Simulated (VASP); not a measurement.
Runs of VASP 6.6.1 on Sn. The structure is cubic, space group Fd-3m (No. 227). Conventional cell: a = 6.537 Å, b = 6.537 Å, c = 6.537 Å, α = 90.00°, β = 90.00°, γ = 90.00°. Sn (site symmetry -43m) has 4 Sn at 2.83 Å as nearest neighbours. This isn't the form of Sn at room conditions, which is tetragonal (white tin).

```csv
task,level,spin,cell,k mesh,cutoff (eV),grid for exact exchange (PRECFOCK),screening parameter,exchange at q = 0,mesh quality,gap on the mesh (eV),pressure (GPa)
relaxation of cell and atoms,PBEsol,off,relaxed,10 × 10 × 10,600,-,-,-,not flagged,(a),0.0
band structure,HSE06,off,as given,6 × 6 × 6,520,Fast,0.2 1/A,-,not flagged,-,0.4
band structure,HSE06,"SOC, no magnetisation",as given,4 × 4 × 4,520,Fast,0.2 1/A,-,coarse,-,0.8
band structure,PBE0,off,as given,6 × 6 × 6,520,Fast,-,truncated,not flagged,0.34,(b)
```

Alike in all rows: potentials or basis VASP PAW PBE potentials, release 64 (Sn_d); smearing gaussian 0.03 eV.

Task: Estimate the missing entries.

Result: (a) none; (b) 0.2.

Caveats: some runs use coarse meshes; the PAW data sets were made with another functional, which shifts forces and pressure a little; spin-orbit coupling is left out, which moves the levels of the heavy elements (some runs); the relaxation stopped at its first step, so nothing moved (some runs).

A k mesh can miss the band edges, and rows without SOC leave out spin-orbit coupling on Sn.

Runs at the PBE level aren't shown here.
